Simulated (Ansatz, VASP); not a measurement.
# Ru (Ru(10-10)): VASP beside Ansatz, part 2 of 2

Aim: how closely do two programs agree when they are given the same cell, functional and k mesh?  Valence electrons are named where the data sets of a main pair hold unlike numbers.

VASP 6.6.1 and Ansatz 0.2.0.

So far: The starting structure; VASP: single point, PBEsol.

## (3) Ansatz: single point, PBEsol

Level of this step: Ansatz beside VASP: Kohn-Sham DFT, plane waves, PBEsol (Ansatz).

Ansatz runs on its default PAW (the set named soft_2) files.

The same cell, functional, mesh and smearing now go to Ansatz, which takes its cutoff from its data sets.

The input, input.yaml:

```yaml
crystal:
  lattice:
    - [2.6867522658, 0.0, 0.0]
    - [0.0, 4.2307981876, 0.0]
    - [0.0, 0.0, 27.4095771512]
  atoms:
    - { symbol: Ru, position: [0.0, 0.0, 0.2775725565] }
    - { symbol: Ru, position: [0.5, 0.0, 0.3580062724] }
    - { symbol: Ru, position: [0.5, 0.5, 0.3023681707] }
    - { symbol: Ru, position: [0.0, 0.0, 0.4436096307] }
    - { symbol: Ru, position: [0.0, 0.5, 0.3866001492] }
    - { symbol: Ru, position: [0.5, 0.0, 0.5280636997] }
    - { symbol: Ru, position: [0.5, 0.5, 0.4719363003] }
    - { symbol: Ru, position: [0.0, 0.0, 0.6133998508] }
    - { symbol: Ru, position: [0.0, 0.5, 0.5563903693] }
    - { symbol: Ru, position: [0.5, 0.0, 0.6976318293] }
    - { symbol: Ru, position: [0.5, 0.5, 0.6419937276] }
    - { symbol: Ru, position: [0.0, 0.5, 0.7224274435] }
hamiltonian:
  xc: pbesol
  pseudopotentials: { kind: paw }
kpoints:
  mp_grid: { grid: [11, 7, 1] }
scf:
  occupations: { method: methfessel_paxton, width: 0.15 }
  n_extra_bands: 7
efield:
  axis: 3
  dipole_correction: true
  ramp_width: 0.04
output:
  forces: true
  eigenvalues: true
```

Launch:

```console
ansatz run input.yaml --threads 4 --pin off --max-ram 9216MiB --backend cpu --events-out ev --progress --plain --runs-dir out
```

Numbers of over 12 decimals in the logs are rounded to 6 here.

What it wrote:

```text
scf.n_extra_bands = 7 over 96 filled bands (N_el = 192.0): the run solves 103 bands
Engine: ansatz 0.2.0, aarch64-unknown-linux-gnu
Pseudopotentials: kind: paw
Pseudopotential: Ru, paw, valence charge 16, recommended cutoff 420 eV (normal), Ru.paw.azcp
Functional definition: PBEsol
  exchange = pbesol_x
  correlation = pbesol_c
Crystal: 12 atoms, lattice volume = 311.568 Å³
Basis set: ecut = 420 eV, 6149 PW (Γ), exchange–correlation on 36×60×384 points (8 copies of the dense FFT grid, shifted against one another)
Bands: 103, of which v1, the nominal top of the filled ones, is band 96 counted from 1 (95 counted from 0)
Symmetry: 4 space group operations
k-points: 24 of 77
Non-local potential: Ru, projectors of the file, l = 0: 3, l = 1: 2, l = 2: 2, l = 3: 1
PAW form: soft (Blöchl's): semilocal exchange-correlation on the pseudo side does not see the compensation charge
PAW frozen core: Ru, regenerated for the run's functional, and the local potential with it (the file was generated under x = pbe(κ = 0.804, μ = 0.219515), c = pbe(β = 0.066725))
PAW one-centre angular grid: Ru, 590 points (default); XC on 64 Gauss nodes
Initial density: superposition of atomic densities (neutral atoms: chi_scale 0, normalization atom), corrected by the library's trained network
Initial wavefunctions: pseudopotential atomic-orbital guess
Functional: x = pbesol(κ = 0.804, μ = 0.123457), c = pbesol(β = 0.046)
SCF iter   1: F=—  HF=-69793.264367 eV  |F-HF|=—  |Δ(HF+E_count)|=         —  Δρ=1.41e-2  dr2=6.83e0  ethr=1.77e-3  p=0.000 e·Å  D=1.66e-13 V/Å  ΔV_dip=-0.00 eV  dr2_dipole=3.52e-7  V_vac-E_F(+/−)=4.49/4.49 eV  ⟨swp⟩=6.9  Hψ=10982  notcnv=0
efield: sawtooth ramp at fractional position 0.9800 (placed from the atoms, in the widest stretch of the axis that holds none; the zero of the levels goes with the place), width 0.0400; the density the first Hamiltonian is built on has a dipole p = 0.000 e·Å; the dipole correction subtracts the counter field D = 1.66e-13 V/Å, which shifts the + side's vacuum level by -0.00 eV against the − side's; the planar-averaged density in the ramp window peaks in size at 2.4e-5 e/Å³
preconditioner: auto → LDOS  [metal: Δε(μ)=0.007 eV  Ē_g=3.891 eV  σ=0.150 eV  W_gap=0.04  n_scr=72 (ndim 8)  ℏωp=20.6 eV  f_vac=0.448  D(μ)=17.10/eV (n_scr^D=184)  β→1.0]
SCF iter   2: F=—  HF=-69793.182104 eV  |F-HF|=—  |Δ(HF+E_count)|=   8.23e-2  S|Δr|=    0.00e0  Δρ=7.63e-3  dr2=2.01e-1  ethr=1.77e-3  p=-0.000 e·Å  D=-2.57e-5 V/Å  ΔV_dip=0.00 eV  dr2_dipole=1.29e-4  V_vac-E_F(+/−)=4.80/4.80 eV  ⟨swp⟩=2.2  Hψ=3503  notcnv=0  defer=10
SCF iter   3: F=—  HF=-69793.153150 eV  |F-HF|=—  |Δ(HF+E_count)|=   2.90e-2  S|Δr|=    0.00e0  Δρ=3.43e-3  dr2=7.44e-2  ethr=1.05e-4  p=0.000 e·Å  D=1.65e-5 V/Å  ΔV_dip=-0.00 eV  dr2_dipole=1.98e-4  V_vac-E_F(+/−)=4.87/4.87 eV  ⟨swp⟩=2.9  Hψ=5296  notcnv=0  defer=10
SCF iter   4: F=—  HF=-69793.143186 eV  |F-HF|=—  |Δ(HF+E_count)|=   9.96e-3  S|Δr|=    0.00e0  Δρ=6.22e-4  dr2=2.43e-3  ethr=3.88e-5  p=-0.000 e·Å  D=-3.84e-5 V/Å  ΔV_dip=0.00 eV  dr2_dipole=1.11e-5  V_vac-E_F(+/−)=4.88/4.88 eV  ⟨swp⟩=2.5  Hψ=4185  notcnv=0  defer=10
SCF iter   5: F=—  HF=-69793.143041 eV  |F-HF|=—  |Δ(HF+E_count)|=   1.45e-4  S|Δr|=    0.00e0  Δρ=2.34e-4  dr2=2.60e-4  ethr=1.27e-6  p=-0.000 e·Å  D=-4.01e-6 V/Å  ΔV_dip=0.00 eV  dr2_dipole=7.31e-7  V_vac-E_F(+/−)=4.89/4.89 eV  ⟨swp⟩=2.8  Hψ=5235  notcnv=0  defer=10
SCF iter   6: F=—  HF=-69793.143140 eV  |F-HF|=—  |Δ(HF+E_count)|=   9.98e-5  S|Δr|=    0.00e0  Δρ=9.53e-5  dr2=5.03e-5  ethr=1.35e-7  p=-0.000 e·Å  D=-1.27e-5 V/Å  ΔV_dip=0.00 eV  dr2_dipole=5.55e-7  V_vac-E_F(+/−)=4.91/4.91 eV  ⟨swp⟩=2.3  Hψ=3722  notcnv=0  defer=10
SCF iter   7: F=—  HF=-69793.143619 eV  |F-HF|=—  |Δ(HF+E_count)|=   4.79e-4  S|Δr|=    0.00e0  Δρ=4.24e-5  dr2=9.01e-6  ethr=2.62e-8  p=0.000 e·Å  D=2.69e-8 V/Å  ΔV_dip=-0.00 eV  dr2_dipole=6.48e-11  V_vac-E_F(+/−)=4.91/4.91 eV  ⟨swp⟩=2.3  Hψ=3976  notcnv=0  defer=3
SCF iter   8: F=—  HF=-69793.143630 eV  |F-HF|=—  |Δ(HF+E_count)|=   1.04e-5  S|Δr|=    0.00e0  Δρ=1.85e-5  dr2=2.16e-6  ethr=4.69e-9  p=-0.000 e·Å  D=-3.07e-6 V/Å  ΔV_dip=0.00 eV  dr2_dipole=6.83e-8  V_vac-E_F(+/−)=4.92/4.92 eV  ⟨swp⟩=3.0  Hψ=4511  notcnv=0  defer=3
SCF iter   9: F=—  HF=-69793.143632 eV  |F-HF|=—  |Δ(HF+E_count)|=   2.44e-6  S|Δr|=    0.00e0  Δρ=6.20e-6  dr2=2.62e-7  ethr=1.12e-9  p=-0.000 e·Å  D=-5.93e-7 V/Å  ΔV_dip=0.00 eV  dr2_dipole=8.62e-11  V_vac-E_F(+/−)=4.92/4.92 eV  ⟨swp⟩=2.9  Hψ=4209  notcnv=0  defer=3
SCF iter  10: F=-69793.143632 eV  HF=-69793.143632 eV  |F-HF|=6.43e-8  |Δ(HF+E_count)|=   7.91e-8  S|Δr|=    0.00e0  Δρ=1.84e-6  dr2=1.79e-8  ethr=5.21e-11  p=-0.000 e·Å  D=-3.35e-7 V/Å  ΔV_dip=0.00 eV  dr2_dipole=8.43e-10  V_vac-E_F(+/−)=4.92/4.92 eV  ⟨swp⟩=7.8  Hψ=10614  notcnv=0
SCF 1 converged in 10 iterations: F = -69793.143632 eV  dr2 = 1.79e-8
  greatest PAW one-centre occupation: 0.999 electrons in one spin orbital (limit 2), on the Ru atom at site 11 (counted from 0), in its partial waves of l = 0
SCF converged after 10 iterations
Stability not checked: this state was not tested for a lower state beside it, because cold or Methfessel-Paxton smearing, or corrected tetrahedra, fill the levels in a way that the test cannot read (fill_not_monotonic; see scf.lower_state_search)
Free energy (F): -69793.143632 eV
Harris-Foulkes:  -69793.143632 eV  (|F-HF|=6.43e-8)
Internal energy: -69793.129774 eV  (E = F + TS)
E sigma→0 (E₀):  -69793.140168 eV
Entropy (-TS):   -0.013858 eV (-1.155 meV/atom)
Fermi energy:    9.950971 eV
Step filling:    the computed levels leave a gap of 0.0024 eV = 0.0 smearing widths at the electron count; against every level under it full and every level over it empty, smearing changes F+E_penalty+E_count by -8.811 meV and its σ→0 estimate by -5.347 meV
Dipole field:    D = 0.000031 V/Å  (p = 0.000053 e·Å, saw-weighted, corrected)
Work function:   Φ+ = 4.9194 eV   Φ− = 4.9203 eV
Levels:          The Fermi level and band energies are counted from a zero that moves with the ramp; work functions are not
--- Per-component energies (eV) ---
  E_band       = -3243.642905
  E_kinetic    = 6177.021165
  E_local      = -345799.479261  (includes V_loc(G=0)·N_el)
  E_nonlocal   = 4142.308609
  E_hartree    = 168885.893243
  E_xc         = -2273.002173
  E_vxc        = -2863.190882  (∫ρ·V_xc dr)
  E_paw        = -40795.315909  (= ΣΔE_a)
  E_vpaw       = -2672.141787  (= ΣTr[D̂ρ^β])
  E_aug_tail   = -0.002562  (compensation charges beyond the density's cutoff)
  E_efield     = 0.000000  (sawtooth field / dipole correction)
  E_vefield    = 0.000000  (∫n·V_field dr)
  E_ewald      = 139866.407561
  E_core_change = 3.039552  (= ΣΔE_core)
  E_smearing   = -0.013858  (= −TS)
  E_closure    = 0.000000  (closes the sum)
  Σ components = -69793.143632   (vs F -69793.143632, Δ=0.00e0)
--- Forces (eV/Å), atoms counted from 1 ---
  atom   1  Ru     0.00000000     0.00000000    -0.15330859
  atom   2  Ru     0.00000000     0.00000000     0.04373446
  atom   3  Ru     0.00000000     0.00000000    -0.05391880
  atom   4  Ru     0.00000000     0.00000000     0.00639822
  atom   5  Ru     0.00000000     0.00000000    -0.00276205
  atom   6  Ru     0.00000000     0.00000000     0.02102792
  atom   7  Ru     0.00000000     0.00000000    -0.02102743
  atom   8  Ru     0.00000000     0.00000000     0.00276155
  atom   9  Ru     0.00000000     0.00000000    -0.00639886
  atom  10  Ru     0.00000000     0.00000000     0.05391298
  atom  11  Ru     0.00000000     0.00000000    -0.04373720
  atom  12  Ru     0.00000000     0.00000000     0.15331003
  max |Σ_I F_I| component: 7.77e-6 eV/Å
--- Band table (eV; the first three rows and the last of 24) ---
  k-point 0: bands = [... 92 lower, 8.6882, 8.7614, 8.9124, 8.9151, 8.9997, 9.1248, 9.3240, 9.8637, ... 3 higher]
  k-point 1: bands = [... 92 lower, 8.9713, 9.0619, 9.0810, 9.1172, 9.3970, 9.7439, 9.7829, 9.8327, ... 3 higher]
  k-point 2: bands = [... 92 lower, 9.3881, 9.4482, 9.5753, 9.7053, 9.7948, 9.8499, 9.8981, 9.9009, ... 3 higher]
  k-point 23: bands = [... 92 lower, 10.0818, 10.2148, 10.4120, 10.6517, 10.8182, 11.0809, 11.2775, 11.3078, ... 3 higher]
```

Elapsed: 60 s, on 4 threads of Arm Neoverse N1, shared host; peak memory 1.2 GiB; 3.9 min of CPU time.

## (4) Differences

Known differences besides the potentials themselves: the data sets hold 192 valence electrons in Ansatz (on its default PAW (the set named soft_2) files) and 96 in VASP; the cutoff is 420 eV in Ansatz and 320 eV in VASP (PREC = Normal); Ansatz makes its cores anew for this functional, VASP keeps those of its PBE data sets. Total energies have different zeros and are not compared.

Compared:

| quantity | Ansatz | VASP | difference |
| --- | --- | --- | --- |
| work function, lower of the two faces (eV) | 4.92 | 4.92 | 0.00 |
| work function, higher of the two faces (eV) | 4.92 | 4.92 | +0.01 |

At this near-relaxed geometry the largest component of a force difference is 151 meV/Å. VASP's log warns that it found no field-free region in the vacuum, so its work functions are uncertain. With vacuum in the cell, a pressure given here is an average over mostly empty space and none of the material.

## (5) Other set-ups

Further runs change the set-up of one program: Ansatz's method, potentials or start, or VASP's data sets, cutoff or form of LDA. The table gives Ansatz less VASP for each quantity, since a change that brings one quantity closer may part another.

| run | r.m.s. force difference (meV/Å) | work function, lower of the two faces (eV) | work function, higher of the two faces (eV) |
| --- | --- | --- | --- |
| as above | 39 | 0.0042 | 0.0051 |
| cores kept as stored | 41 | 0.0038 | 0.0049 |
| Ansatz's larger PAW set (cutoff 840 eV) | 40 | 0.0052 | 0.0054 |
| norm-conserving potentials (cutoff 1143 eV) | 49 | 0.0070 | 0.0071 |

## (6) Summary of results

| Property | Result |
| --- | --- |
| r.m.s. force difference (single point, PBEsol) | 39 meV/Å |

**Reading.** The r.m.s. force difference is 39 meV/Å (single point, PBEsol), beyond the 12 meV/Å picked in this series as the mark of a large difference. The data sets hold unlike numbers of valence electrons (192 in Ansatz and 96 in VASP), so part of the differences comes from the potentials. Single point, PBEsol, norm-conserving potentials (cutoff 1143 eV): r.m.s. force difference goes from 39 to 49 meV/Å; the difference in work function, lower of the two faces goes from 0.0042 to 0.0070 eV; the difference in work function, higher of the two faces goes from 0.0051 to 0.0071 eV. How closely two codes agree says nothing of how well the functional describes the real material.

[Lines on the potential files, build, host, timing and source positions are cut from VASP's logs without a mark.]

[Logs are printed without paths, hosts, clocks, repeated set-up lines and the standing remarks that a program may print on its own settings, such as how far it seeks lower states.]

[Hosts, paths, dates, database ids (printed as entryN), source tags and the programs' standing remarks are cut or masked in the printed files.]
